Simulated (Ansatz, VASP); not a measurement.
**TiB2 in two plane-wave programs**

Wanted: the spread between two codes on one cell, functional and k mesh. The cell is taken from a series of runs on this material, whose earlier steps may have relaxed, scaled, displaced or heated it; both programs get it as it stands.

Calculated with Ansatz 0.2.0; plane waves, with VASP 6.6.1 beside it; zone-centre phonons at PBEsol.

### 1. Set-up

It takes space group P6/mmm (No. 191, hexagonal). Conventional cell: a = 3.009 Å, b = 3.009 Å, c = 3.248 Å, α = 90.00°, β = 90.00°, γ = 120.00°. Nearest to B lie 3 B at 1.74 Å and 6 Ti at 2.38 Å. Nearest to Ti lie 12 B at 2.38 Å. Farther neighbours are not listed.

Coordinates:

```cif
data_structure
_symmetry_space_group_name_H-M 'P 1'
_symmetry_Int_Tables_number 1
_cell_length_a 3.0091
_cell_length_b 3.0091
_cell_length_c 3.2478
_cell_angle_alpha 90.000
_cell_angle_beta 90.000
_cell_angle_gamma 120.000
_cell_volume 25.47
loop_
_atom_site_label
_atom_site_type_symbol
_atom_site_fract_x
_atom_site_fract_y
_atom_site_fract_z
_atom_site_occupancy
B1 B 0.33333 0.66667 0.50000 1
B2 B 0.66667 0.33333 0.50000 1
Ti3 Ti 0.00000 0.00000 0.00000 1
```

### 2. Ansatz: zone-centre phonons, PBEsol

Ansatz runs on its PAW soft_1 files.

Second derivatives magnify differences that forces hide, and they need a tight electronic threshold.

The input, input.yaml:

```yaml
crystal:
  lattice:
    - [3.0090810587, 0.0, 0.0]
    - [-1.5045405294, 2.6059406389, 0.0]
    - [0.0, 0.0, 3.2477893033]
  atoms:
    - { symbol: B, position: [0.3333333335, 0.6666666665, 0.5] }
    - { symbol: B, position: [0.6666666665, 0.3333333335, 0.5] }
    - { symbol: Ti, position: [0.0, 0.0, 0.0] }
kpoints:
  mp_grid: { grid: [15, 15, 16] }
hamiltonian:
  xc: pbesol
  pseudopotentials: { kind: paw, azcp: { folder: soft_1 }, xc_functional: pbe }
scf:
  occupations: { method: methfessel_paxton, width: 0.2 }
output:
  eigenvalues: true
phonons:
  method: dfpt
```

The run is started by

```
> ansatz run input.yaml --threads 4 --pin off --max-ram 10240MiB --backend cpu --events-out ev --progress --plain --runs-dir out
```

Numbers of over 12 decimals in the logs are rounded to 6 here.

The log of the run:

```text
zone centre: on kpoints.mp_grid the ground state, and the responses unless they are solved on pairs of k-points, stand on 576 of the mesh's 3600 k-points, reduced under 4 symmetry operations, with k and −k counted as one. Each operation leaves every solved displacement unchanged or reverses it
Engine: ansatz 0.2.0, x86_64-unknown-linux-gnu
Pseudopotentials: kind: paw
Pseudopotential: B, paw, valence charge 3, recommended cutoff 420 eV (normal), soft_1/B.paw.azcp
Pseudopotential: Ti, paw, valence charge 12, recommended cutoff 420 eV (normal), soft_1/Ti.paw.azcp
Functional definition: PBEsol
  exchange = pbesol_x
  correlation = pbesol_c
Crystal: 3 atoms, lattice volume = 25.467 Å³
Basis set: ecut = 420 eV, 491 PW (Γ), exchange–correlation on 48×48×48 points (8 copies of the dense FFT grid, shifted against one another)
Bands: 13, of which v1, the nominal top of the filled ones, is band 9 counted from 1 (8 counted from 0)
Symmetry: 24 space group operations
k-points: 576 of 3600 (irreducible under 4 space group operations, time reversal used)
Non-local potential: B, projectors of the file, l = 0: 2, l = 1: 2, l = 2: 1
Non-local potential: Ti, projectors of the file, l = 0: 3, l = 1: 2, l = 2: 3, l = 3: 1
PAW form: soft (Blöchl's): semilocal exchange-correlation on the pseudo side does not see the compensation charge
PAW frozen core: B, regenerated for the run's functional, and the local potential with it (the file was generated under x = pbe(κ = 0.804, μ = 0.219515), c = pbe(β = 0.066725))
PAW frozen core: Ti, regenerated for the run's functional, and the local potential with it (the file was generated under x = pbe(κ = 0.804, μ = 0.219515), c = pbe(β = 0.066725))
PAW one-centre angular grid: B, 110 points (default); XC on 64 Gauss nodes
PAW one-centre angular grid: Ti, 590 points (default); XC on 64 Gauss nodes
Initial density: superposition of atomic densities (chi_scale 0.1, normalization cell, long waves kept (reshape's long-wave potential 0.00 eV rms))
Initial wavefunctions: pseudopotential atomic-orbital guess
Functional: x = pbesol(κ = 0.804, μ = 0.123457), c = pbesol(β = 0.046)
SCF iter   1: F=—  HF=-2783.809042 eV  |F-HF|=—  |Δ(HF+E_count)|=         —  Δρ=1.08e-1  dr2=4.73e0  ethr=3.10e-3  ⟨swp⟩=4.3  Hψ=35484  notcnv=0
preconditioner: auto → none  [metal: Δε(μ)=0.057 eV  Ē_g=9.495 eV  σ=0.200 eV  W_gap=0.24  n_scr=8 (ndim 8)  ℏωp=23.3 eV  f_vac=0.000  D(μ)=0.38/eV (n_scr^D=0)  sad-step TF]
SCF iter   2: F=—  HF=-2783.179634 eV  |F-HF|=—  |Δ(HF+E_count)|=   6.29e-1  S|Δr|=    0.00e0  Δρ=7.23e-2  dr2=2.28e0  ethr=3.10e-3  ⟨swp⟩=2.0  Hψ=14309  notcnv=0
SCF iter   3: F=—  HF=-2782.618712 eV  |F-HF|=—  |Δ(HF+E_count)|=   5.61e-1  S|Δr|=    0.00e0  Δρ=9.29e-3  dr2=2.79e-2  ethr=3.10e-3  ⟨swp⟩=3.1  Hψ=14718  notcnv=0
SCF iter   4: F=—  HF=-2782.615482 eV  |F-HF|=—  |Δ(HF+E_count)|=   3.23e-3  S|Δr|=    0.00e0  Δρ=1.09e-3  dr2=2.62e-4  ethr=1.55e-4  ⟨swp⟩=1.9  Hψ=13349  notcnv=0
SCF iter   5: F=—  HF=-2782.615530 eV  |F-HF|=—  |Δ(HF+E_count)|=   4.77e-5  S|Δr|=    0.00e0  Δρ=3.32e-4  dr2=4.49e-5  ethr=1.46e-6  ⟨swp⟩=2.0  Hψ=10389  notcnv=0
SCF iter   6: F=—  HF=-2782.615523 eV  |F-HF|=—  |Δ(HF+E_count)|=   6.97e-6  S|Δr|=    0.00e0  Δρ=9.02e-5  dr2=2.56e-6  ethr=2.49e-7  ⟨swp⟩=2.3  Hψ=10657  notcnv=0
SCF iter   7: F=—  HF=-2782.615523 eV  |F-HF|=—  |Δ(HF+E_count)|=   1.12e-7  S|Δr|=    0.00e0  Δρ=5.98e-6  dr2=1.06e-8  ethr=1.42e-8  ⟨swp⟩=2.6  Hψ=10877  notcnv=0
SCF iter   8: F=—  HF=-2782.615523 eV  |F-HF|=—  |Δ(HF+E_count)|=   3.38e-8  S|Δr|=    0.00e0  Δρ=5.22e-7  dr2=4.75e-11  ethr=5.90e-11  ⟨swp⟩=2.1  Hψ=10457  notcnv=0
SCF iter   9: F=-2782.615523 eV  HF=-2782.615523 eV  |F-HF|=4.09e-12  |Δ(HF+E_count)|=  2.32e-11  S|Δr|=    0.00e0  Δρ=1.25e-7  dr2=4.33e-12  ethr=1.00e-12  ⟨swp⟩=5.0  Hψ=28061  notcnv=0
SCF 1 converged in 9 iterations: F = -2782.615523 eV  dr2 = 4.33e-12
  greatest PAW one-centre occupation: 0.998 electrons in one spin orbital (limit 2), on the Ti atom at site 2 (counted from 0), in its partial waves of l = 0
DFPT response loops at Γ: preconditioner auto → Kerker (q_TF=auto, 2.575 Å⁻¹) (partly filled bands, converged f_vac=0.000); β = 1.00, the filter's whole step (`scf.mixing.beta` (0.50) is not read by the response loops under this deck's `scf.mixing.preconditioner`; to damp them name `kerker` or `kerker_dos`, under which they read `scf.mixing.beta`, and type it under 1.00, their step now; both keys bind the ground state too); Broyden in place of MSR1
SCF converged after 9 iterations
Stability not checked: this state was not tested for a lower state beside it, because cold or Methfessel-Paxton smearing, or corrected tetrahedra, fill the levels in a way that the test cannot read (fill_not_monotonic; see scf.lower_state_search)
Free energy (F): -2782.615523 eV
Harris-Foulkes:  -2782.615523 eV  (|F-HF|=4.09e-12)
Internal energy: -2782.615565 eV  (E = F + TS)
E sigma→0 (E₀):  -2782.615533 eV
Entropy (-TS):   0.000042 eV (0.014 meV/atom)
Fermi energy:    15.162573 eV
--- Per-component energies (eV) ---
  E_band       = -93.204275
  E_kinetic    = 383.760532
  E_local      = -836.995662  (includes V_loc(G=0)·N_el)
  E_nonlocal   = 77.088105
  E_hartree    = 343.549842
  E_xc         = -183.536357
  E_vxc        = -226.076571  (∫ρ·V_xc dr)
  E_paw        = -1167.079652  (= ΣΔE_a)
  E_vpaw       = -178.080357  (= ΣTr[D̂ρ^β])
  E_aug_tail   = -0.000079  (compensation charges beyond the density's cutoff)
  E_ewald      = -1399.571101
  E_core_change = 0.168806  (= ΣΔE_core)
  E_smearing   = 0.000042  (= −TS)
  E_closure    = -0.000000  (closes the sum)
  Σ components = -2782.615523   (vs F -2782.615523, Δ=0.00e0)
--- Band table (eV; the first three rows and the last of 576) ---
  k-point 0: bands = [... 5 lower, 12.5920, 12.5920, 12.6684, 12.9192, 17.0403, 17.0403, 18.7632, 18.7632]
  k-point 1: bands = [... 5 lower, 11.9922, 12.6328, 12.6328, 13.5426, 16.9079, 16.9079, 18.6730, 18.6730]
  k-point 2: bands = [... 5 lower, 11.1701, 12.7546, 12.7546, 14.2171, 16.5818, 16.5818, 18.4135, 18.4135]
  k-point 575: bands = [... 5 lower, 8.3568, 10.0028, 10.7410, 12.5257, 17.4224, 18.1145, 18.8106, 19.6172]
--- Phonons (Γ-DFPT): 4 representative perturbations + reference, on 576 of 3600 k-points (Σ response iterations 12) ---
  k mesh reduced under 4 symmetry operations, with k and −k counted as one. Each operation leaves every solved displacement unchanged or reverses it
  ASR residual: 5.243e-5 → 0.000e0 eV/Å²; symmetrization residual: 9.870e-7 eV/Å²
  ASR residual per site (eV/Å²): 4.48e-6 4.48e-6 5.24e-5
  Γ frequencies (cm⁻¹): 0.00 0.00 0.00 505.03 512.11 512.11 551.11 912.61 912.61
  non-analytic LO–TO correction: not included (Born effective charges unavailable; polar crystals: no LO–TO splitting at Γ)
```

(Part 1 of 2 ends here.)

[Lines on the potential files, build, host, timing and source positions are cut from VASP's logs without a mark.]

[Logs are printed without paths, hosts, clocks, repeated set-up lines and the standing remarks that a program may print on its own settings, such as how far it seeks lower states.]

[Hosts, paths, dates, database ids (printed as entryN), source tags and the programs' standing remarks are cut or masked in the printed files.]
